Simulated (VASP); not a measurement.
Output of a VASP run:

File OSZICAR:
```
       N       E                     dE             d eps       ncg     rms          rms(c)
DAV:   1     0.924373281891E+02    0.92437E+02   -0.83985E+03  2672   0.131E+03
DAV:   2    -0.754431520578E+01   -0.99982E+02   -0.96847E+02  2889   0.341E+02
DAV:   3    -0.880201518988E+01   -0.12577E+01   -0.12438E+01  3057   0.383E+01
DAV:   4    -0.880573038028E+01   -0.37152E-02   -0.37143E-02  2885   0.236E+00
DAV:   5    -0.880574945990E+01   -0.19080E-04   -0.19079E-04  3099   0.167E-01    0.149E+01
DAV:   6    -0.823761940508E+01    0.56813E+00   -0.10077E+00  2823   0.121E+01    0.407E+00
DAV:   7    -0.815720756229E+01    0.80412E-01   -0.20636E-01  3060   0.509E+00    0.941E-01
DAV:   8    -0.815297879720E+01    0.42288E-02   -0.46778E-03  2787   0.953E-01    0.214E-01
DAV:   9    -0.815305451729E+01   -0.75720E-04   -0.10670E-04  3093   0.141E-01    0.881E-02
DAV:  10    -0.815306884423E+01   -0.14327E-04   -0.16353E-05  2805   0.521E-02    0.237E-03
DAV:  11    -0.815306894326E+01   -0.99038E-07   -0.75087E-08  1851   0.381E-03
   1 F= -.81530689E+01 E0= -.81528108E+01  d E =-.815307E+01
       N       E                     dE             d eps       ncg     rms          rms(c)
DAV:   1    -0.815900919460E+01   -0.59404E-02   -0.15303E-01  2748   0.559E+00    0.878E-01
DAV:   2    -0.815322646841E+01    0.57827E-02   -0.12128E-02  2724   0.140E+00    0.145E-01
DAV:   3    -0.815280865347E+01    0.41781E-03   -0.17496E-03  2879   0.524E-01    0.136E-01
DAV:   4    -0.815285600935E+01   -0.47356E-04   -0.29252E-05  2760   0.630E-02    0.622E-03
DAV:   5    -0.815285602064E+01   -0.11288E-07   -0.36256E-06  2918   0.239E-02
   2 F= -.81528560E+01 E0= -.81525830E+01  d E =0.212923E-03
       N       E                     dE             d eps       ncg     rms          rms(c)
DAV:   1    -0.815641442757E+01   -0.35584E-02   -0.82094E-02  2754   0.410E+00    0.627E-01
DAV:   2    -0.815329747067E+01    0.31170E-02   -0.66741E-03  2724   0.104E+00    0.105E-01
DAV:   3    -0.815308590284E+01    0.21157E-03   -0.88845E-04  2873   0.373E-01    0.925E-02
DAV:   4    -0.815310192469E+01   -0.16022E-04   -0.16417E-05  2739   0.474E-02    0.367E-03
DAV:   5    -0.815310175765E+01    0.16704E-06   -0.92928E-07  1849   0.121E-02
   3 F= -.81531018E+01 E0= -.81528396E+01  d E =-.328144E-04
```

File OUTCAR:
```
------------------------ aborting loop because EDIFF is reached ----------------------------------------
  FORCE on cell =-STRESS in cart. coord.  units (eV):
  Direction    XX          YY          ZZ          XY          YZ          ZX
  --------------------------------------------------------------------------------------
  Total        0.0011428      0.0011428      0.0011428      0.0000000     -0.0000000      0.0000000
  in kB        0.1173502      0.1173502      0.1173502      0.0000000     -0.0000000      0.0000000
  external PRESSURE =       0.1173502 kB  Pullay stress =       0.0000000 kB
  volume of cell :       15.60
      direct lattice vectors                 reciprocal lattice vectors
    -1.574169647  1.574169647  1.574169647     0.000000000  0.317627773  0.317627773
     1.574169647 -1.574169647  1.574169647     0.317627773  0.000000000  0.317627773
     1.574169647  1.574169647 -1.574169647     0.317627773  0.317627773  0.000000000
 POSITION                                       TOTAL-FORCE (eV/Angst)
 -----------------------------------------------------------------------------------
      0.00000      0.00000      0.00000         0.000000      0.000000     -0.000000
 -----------------------------------------------------------------------------------
    total drift:                                0.000000     -0.000000      0.000000
  FREE ENERGIE OF THE ION-ELECTRON SYSTEM (eV)
  ---------------------------------------------------
  free  energy   TOTEN  =        -8.1531017576 eV

  energy  without entropy=       -8.1523152301  energy(sigma->0) =       -8.15283958

 reached required accuracy - stopping structural energy minimisation
```
(Selected blocks of OUTCAR.)

File POSCAR:
```
Mo
1
   -1.5750000000     1.5750000000     1.5750000000
    1.5750000000    -1.5750000000     1.5750000000
    1.5750000000     1.5750000000    -1.5750000000
Mo
1
Direct
  0.0000000000   0.0000000000   0.0000000000
```

Task: Reconstruct the remaining input files.

Result: This is not unique; one that fits is the input of the run itself, optB86b-vdW, plane waves, VASP's PBE PAW potentials (set 64).

KPOINTS:
```
Automatic mesh
0
Gamma
15 15 15
0 0 0
```

### INCAR
```
! general
SYSTEM    =  Mo
PREC      =  Accurate
ENCUT     =  520
LREAL     =  .FALSE.
LASPH     =  .TRUE.   ! aspherical one-centre terms

! electronic loop
EDIFF     =  1E-6
NELM      =  100
ALGO      =  Normal   ! blocked Davidson
LMAXMIX   =  4   ! l cut-off of mixed one-centre charges

! smearing
ISMEAR    =  1
SIGMA     =  0.1   ! width (eV)

! functional
GGA       =  MK
LUSE_VDW  =  .TRUE.
AGGAC     =  0.0
PARAM1    =  0.1234
PARAM2    =  1.0

! ions
IBRION    =  2
NSW       =  60
ISIF      =  3   ! ions, shape and volume
EDIFFG    =  -0.01   ! ionic stop

! output
LWAVE     =  .FALSE.
LCHARG    =  .FALSE.
```

POTCAR, in this order: Mo_sv (PBE.64 set). Program: vasp_std.

The compound is Mo in the bcc structure. This run relaxes it. Symmetry was kept, so distortions that lower it aren't found.
